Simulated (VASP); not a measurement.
Input:

```
CELL_PARAMETERS angstrom
      0.00000     2.12000     2.12000
      2.12000     0.00000     2.12000
      2.12000     2.12000     0.00000
ATOMIC_POSITIONS crystal
  Ti 0.00000 0.00000 0.00000
  N  0.50000 0.50000 0.50000
```

These are RPBE GGA, VASP's PBE PAW potentials (set 64) (plane waves; VASP) values and carry that method's errors. Settings: 520 eV cut-off, 13×13×13 Γ-centred mesh, first-order Methfessel-Paxton smearing of 0.10 eV, potentials Ti_sv N.

Energy and stress use the plane-wave basis of the starting cell.

**Question.** The ions, cell shape and volume are relaxed. What does this cell relax into?

**Answer.** 
```
CELL_PARAMETERS angstrom
      0.00000     2.13788     2.13788
      2.13788     0.00000     2.13788
      2.13788     2.13788     0.00000
ATOMIC_POSITIONS crystal
  Ti 0.00000 0.00000 0.00000
  N  0.50000 0.50000 0.50000
```
Space group Fm-3m (225), at a tolerance of 0.03 Å.

**Question.** How do energy and volume change from the first to the last step?

**Answer.** The energy (σ→0) changes by -5.3 meV/atom and the volume by +2.6 %, in 8 ionic steps.

| step | E(σ→0) (eV) | max force (eV/Å) | pressure (GPa) | volume (Å³) |
|---|---|---|---|---|
| 1 | -18.6649 | 0.000 | 7.05 | 19.06 |
| 2 | -18.6569 | 0.000 | -8.41 | 20.24 |
| 3 | -18.6755 | 0.000 | -0.37 | 19.55 |
| 4 | -18.6754 | 0.000 | 0.29 | 19.53 |
| 5 | -18.6755 | 0.000 | 0.22 | 19.54 |
| 6 | -18.6755 | 0.000 | 0.19 | 19.54 |
| 7 | -18.6755 | 0.000 | 0.18 | 19.54 |
| 8 | -18.6755 | 0.000 | 0.12 | 19.54 |

The compound is TiN in the rock salt structure. This run relaxes it. Symmetry was kept, so distortions that lower it aren't found. The electron count is odd and the run is not spin-polarised, which forces a metal.
